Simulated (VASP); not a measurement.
OSZICAR of a VASP run on WSe2 (2H layered):

OSZICAR:
```
       N       E                     dE             d eps       ncg     rms          rms(c)
DAV:   1     0.512408131132E+03    0.51241E+03   -0.28347E+04  1400   0.162E+03
DAV:   2    -0.989017202610E-01   -0.51251E+03   -0.50231E+03  1477   0.416E+02
DAV:   3    -0.325648844961E+02   -0.32466E+02   -0.31809E+02  1562   0.928E+01
DAV:   4    -0.333934125860E+02   -0.82853E+00   -0.82542E+00  1546   0.147E+01
DAV:   5    -0.334108922306E+02   -0.17480E-01   -0.17473E-01  1614   0.214E+00    0.256E+01
DAV:   6    -0.317335731893E+02    0.16773E+01   -0.15372E+01  1437   0.200E+01    0.877E+00
DAV:   7    -0.314286058306E+02    0.30497E+00   -0.68734E+00  1474   0.107E+01    0.555E+00
DAV:   8    -0.312063588058E+02    0.22225E+00   -0.95778E-01  1635   0.515E+00    0.118E+00
DAV:   9    -0.312089104665E+02   -0.25517E-02   -0.79706E-02  1602   0.141E+00    0.758E-01
DAV:  10    -0.312075858327E+02    0.13246E-02   -0.22635E-02  1610   0.922E-01    0.209E-01
DAV:  11    -0.312073542917E+02    0.23154E-03   -0.28214E-03  1630   0.311E-01    0.906E-02
DAV:  12    -0.312073561664E+02   -0.18747E-05   -0.13798E-04  1479   0.604E-02    0.950E-02
DAV:  13    -0.312073422218E+02    0.13945E-04   -0.14421E-04  1627   0.659E-02    0.379E-03
DAV:  14    -0.312073431163E+02   -0.89446E-06   -0.35435E-06  1473   0.113E-02    0.446E-03
DAV:  15    -0.312073429851E+02    0.13120E-06   -0.46460E-07  1310   0.401E-03    0.364E-03
DAV:  16    -0.312073430726E+02   -0.87482E-07   -0.13328E-07  1008   0.223E-03
   1 F= -.31207343E+02 E0= -.31207343E+02  d E =-.312073E+02
       N       E                     dE             d eps       ncg     rms          rms(c)
DAV:   1    -0.312809337860E+02   -0.73591E-01   -0.60767E+00  1275   0.117E+01    0.192E+00
DAV:   2    -0.312928238518E+02   -0.11890E-01   -0.35062E-01  1471   0.244E+00    0.782E-01
DAV:   3    -0.312883015407E+02    0.45223E-02   -0.24531E-02  1470   0.844E-01    0.578E-01
DAV:   4    -0.312869418403E+02    0.13597E-02   -0.59348E-03  1623   0.384E-01    0.257E-01
DAV:   5    -0.312869305698E+02    0.11270E-04   -0.10603E-03  1519   0.168E-01    0.597E-02
DAV:   6    -0.312868731578E+02    0.57412E-04   -0.23855E-04  1540   0.828E-02    0.132E-02
DAV:   7    -0.312868747924E+02   -0.16346E-05   -0.99615E-06  1539   0.151E-02    0.359E-03
DAV:   8    -0.312868753636E+02   -0.57120E-06   -0.97773E-07  1336   0.604E-03    0.125E-03
DAV:   9    -0.312868754342E+02   -0.70647E-07   -0.14905E-07  1004   0.220E-03
   2 F= -.31286875E+02 E0= -.31286875E+02  d E =-.795324E-01
       N       E                     dE             d eps       ncg     rms          rms(c)
DAV:   1    -0.312870383209E+02   -0.16296E-03   -0.14362E-02  1303   0.574E-01    0.908E-02
DAV:   2    -0.312870655304E+02   -0.27209E-04   -0.85744E-04  1471   0.120E-01    0.402E-02
DAV:   3    -0.312870560959E+02    0.94345E-05   -0.79954E-05  1480   0.475E-02    0.294E-02
DAV:   4    -0.312870526597E+02    0.34362E-05   -0.16160E-05  1634   0.200E-02    0.139E-02
DAV:   5    -0.312870532904E+02   -0.63072E-06   -0.25333E-06  1462   0.766E-03    0.265E-03
DAV:   6    -0.312870530534E+02    0.23707E-06   -0.55665E-07  1303   0.384E-03    0.934E-04
DAV:   7    -0.312870530994E+02   -0.46060E-07   -0.48307E-08   816   0.118E-03
   3 F= -.31287053E+02 E0= -.31287053E+02  d E =-.797100E-01
       N       E                     dE             d eps       ncg     rms          rms(c)
DAV:   1    -0.314198978376E+02   -0.13284E+00   -0.57211E+00  1240   0.151E+01    0.204E+00
DAV:   2    -0.313445366458E+02    0.75361E-01   -0.46759E-01  1372   0.373E+00    0.985E-01
DAV:   3    -0.313282646343E+02    0.16272E-01   -0.30856E-02  1493   0.106E+00    0.431E-01
DAV:   4    -0.313227954616E+02    0.54692E-02   -0.17243E-02  1415   0.632E-01    0.179E-01
DAV:   5    -0.313228534666E+02   -0.58005E-04   -0.18610E-03  1492   0.243E-01    0.916E-02
DAV:   6    -0.313227698172E+02    0.83649E-04   -0.50880E-04  1588   0.125E-01    0.235E-02
DAV:   7    -0.313227760544E+02   -0.62373E-05   -0.53554E-05  1641   0.388E-02    0.978E-03
DAV:   8    -0.313227759004E+02    0.15404E-06   -0.99307E-06  1625   0.182E-02    0.195E-03
DAV:   9    -0.313227761087E+02   -0.20831E-06   -0.72670E-07  1297   0.489E-03    0.125E-03
DAV:  10    -0.313227761510E+02   -0.42318E-07   -0.10608E-07  1010   0.214E-03
   4 F= -.31322776E+02 E0= -.31322776E+02  d E =-.357231E-01
       N       E                     dE             d eps       ncg     rms          rms(c)
DAV:   1    -0.315665445532E+02   -0.24377E+00   -0.13055E+01  1240   0.228E+01    0.314E+00
DAV:   2    -0.313923492461E+02    0.17420E+00   -0.11134E+00  1379   0.575E+00    0.150E+00
DAV:   3    -0.313549119379E+02    0.37437E-01   -0.71586E-02  1530   0.164E+00    0.668E-01
DAV:   4    -0.313415467383E+02    0.13365E-01   -0.40781E-02  1401   0.980E-01    0.289E-01
DAV:   5    -0.313416579062E+02   -0.11117E-03   -0.39241E-03  1479   0.354E-01    0.130E-01
DAV:   6    -0.313414735916E+02    0.18431E-03   -0.11403E-03  1620   0.184E-01    0.371E-02
DAV:   7    -0.313414889465E+02   -0.15355E-04   -0.14525E-04  1648   0.628E-02    0.164E-02
DAV:   8    -0.313414881771E+02    0.76941E-06   -0.30070E-05  1617   0.309E-02    0.306E-03
DAV:   9    -0.313414886998E+02   -0.52274E-06   -0.23618E-06  1316   0.861E-03    0.183E-03
DAV:  10    -0.313414888006E+02   -0.10070E-06   -0.34865E-07  1244   0.380E-03    0.354E-04
DAV:  11    -0.313414887938E+02    0.67948E-08   -0.23921E-08   928   0.112E-03
   5 F= -.31341489E+02 E0= -.31341489E+02  d E =-.544357E-01
       N       E                     dE             d eps       ncg     rms          rms(c)
DAV:   1    -0.313420961890E+02   -0.60739E-03   -0.32055E-02  1240   0.113E+00    0.149E-01
DAV:   2    -0.313416660965E+02    0.43009E-03   -0.25935E-03  1372   0.278E-01    0.730E-02
DAV:   3    -0.313415734031E+02    0.92693E-04   -0.16781E-04  1505   0.790E-02    0.314E-02
DAV:   4    -0.313415427494E+02    0.30654E-04   -0.90795E-05  1408   0.466E-02    0.131E-02
DAV:   5    -0.313415426840E+02    0.65341E-07   -0.10316E-05  1513   0.183E-02    0.699E-03
DAV:   6    -0.313415421559E+02    0.52808E-06   -0.24628E-06  1552   0.882E-03    0.180E-03
DAV:   7    -0.313415421280E+02    0.27969E-07   -0.25049E-07  1128   0.272E-03
   6 F= -.31341542E+02 E0= -.31341542E+02  d E =-.544890E-01
       N       E                     dE             d eps       ncg     rms          rms(c)
DAV:   1    -0.313417954908E+02   -0.25333E-03   -0.45391E-02  1296   0.115E+00    0.172E-01
DAV:   2    -0.313417282181E+02    0.67273E-04   -0.31575E-03  1437   0.247E-01    0.824E-02
DAV:   3    -0.313416574875E+02    0.70731E-04   -0.44912E-04  1490   0.115E-01    0.606E-02
DAV:   4    -0.313416303965E+02    0.27091E-04   -0.85813E-05  1563   0.456E-02    0.297E-02
DAV:   5    -0.313416287654E+02    0.16311E-05   -0.15949E-05  1718   0.182E-02    0.685E-03
DAV:   6    -0.313416283594E+02    0.40603E-06   -0.30008E-06  1447   0.898E-03    0.312E-03
DAV:   7    -0.313416282100E+02    0.14942E-06   -0.55114E-07  1363   0.299E-03    0.115E-03
DAV:   8    -0.313416281944E+02    0.15514E-07   -0.58733E-08   830   0.161E-03
   7 F= -.31341628E+02 E0= -.31341628E+02  d E =-.860665E-04
       N       E                     dE             d eps       ncg     rms          rms(c)
DAV:   1    -0.313417716633E+02   -0.14345E-03   -0.86178E-03  1296   0.501E-01    0.749E-02
DAV:   2    -0.313417614567E+02    0.10207E-04   -0.59337E-04  1437   0.107E-01    0.356E-02
DAV:   3    -0.313417496436E+02    0.11813E-04   -0.82838E-05  1490   0.494E-02    0.262E-02
DAV:   4    -0.313417455958E+02    0.40478E-05   -0.15923E-05  1571   0.197E-02    0.129E-02
DAV:   5    -0.313417458982E+02   -0.30236E-06   -0.28972E-06  1528   0.780E-03    0.299E-03
DAV:   6    -0.313417457273E+02    0.17089E-06   -0.55252E-07  1255   0.388E-03    0.130E-03
DAV:   7    -0.313417457864E+02   -0.59152E-07   -0.85212E-08   774   0.145E-03
   8 F= -.31341746E+02 E0= -.31341746E+02  d E =-.203658E-03
```

Problem. Which electronic solver shows in the log?

Solution. It is blocked Davidson (ALGO = Normal, or the opening steps of other solvers). The INCAR had ALGO = Normal.

Problem. Can the final energy be trusted as converged?

Solution. The calculation finished and met its thresholds. It stopped with EDIFF = 1E-7, NELM = 100, NSW = 30 and EDIFFG = -0.01 after 8 ionic steps (optB86b-vdW, plane waves, VASP's PBE PAW potentials (set 64)).

The compound is WSe2 in the 2H layered structure. This cell is one point of a volume scan, at 1.06 of the reference volume. Symmetry was kept, so distortions that lower it aren't found.
